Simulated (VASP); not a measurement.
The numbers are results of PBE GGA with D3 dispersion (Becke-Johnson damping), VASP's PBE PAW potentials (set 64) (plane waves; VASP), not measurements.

VASP ran on this input.

KPOINTS:
```
Automatic mesh
0
Gamma
17 17 9
0 0 0
```

**POSCAR**
```
Co
1
    1.2214782065    -2.1156625363     0.0000000000
    1.2214782065     2.1156625363     0.0000000000
    0.0000000000     0.0000000000     3.9447545909
Co
2
Direct
  0.3333330000   0.6666670000   0.2500000000
  0.6666670000   0.3333330000   0.7500000000
```

INCAR:
```
# general
SYSTEM  = Co
PREC    = Accurate
ENCUT   = 520   # plane-wave cut-off (eV)
LREAL   = .FALSE.   # projection in real space or not
LASPH   = .TRUE.

# electronic loop
EDIFF   = 1E-7
NELM    = 100
ALGO    = Normal
LMAXMIX = 4   # l cut-off of mixed one-centre charges

# smearing
ISMEAR  = 1
SIGMA   = 0.1

# functional
GGA     = PE   # PBE
IVDW    = 12

# spin
ISPIN   = 2   # spin-polarised
MAGMOM  = 2*1.6

# ions
IBRION  = 2
NSW     = 30   # most ionic steps
ISIF    = 4   # ions and shape, fixed volume
EDIFFG  = -0.01

# output
LWAVE   = .FALSE.
LCHARG  = .FALSE.
LORBIT  = 10
```

POTCAR, in this order: Co (PBE.64 set). Program: vasp_std.

Q: What does the run give for the energy per atom (σ→0), cell moment, dispersion energy, pressure, band gap (on the k-mesh)?

A: 
```json
{
 "energy per atom (σ→0)": "-719.1 kJ/mol of atoms",
 "cell_moment": "3.15 μB",
 "dispersion_energy": "-0.889 eV",
 "band gap (on the k-mesh)": "none (metal, semimetal or under 0.01 eV)",
 "pressure": "7.55 GPa"
}
```

**OSZICAR**
```
...
DAV:  10    -0.140163159574E+02   -0.11091E-02   -0.18154E-03 13856   0.665E-01    0.139E-01
DAV:  11    -0.140162609529E+02    0.55004E-04   -0.67948E-05 14897   0.134E-01    0.301E-02
DAV:  12    -0.140162590442E+02    0.19088E-05   -0.54485E-06 11162   0.251E-02    0.143E-02
DAV:  13    -0.140162587870E+02    0.25716E-06   -0.19023E-06 14224   0.208E-02    0.795E-03
DAV:  14    -0.140162588907E+02   -0.10373E-06   -0.44352E-07 11142   0.829E-03    0.308E-03
DAV:  15    -0.140162586357E+02    0.25509E-06   -0.59134E-08  5762   0.483E-03    0.192E-03
DAV:  16    -0.140162587214E+02   -0.85771E-07   -0.13108E-08  5566   0.226E-03
   1 F= -.14905467E+02 E0= -.14905728E+02  d E =-.149055E+02  mag=     3.1454
```

The compound is Co in the hcp structure. This cell is one point of a volume scan, at 0.97 of the reference volume.
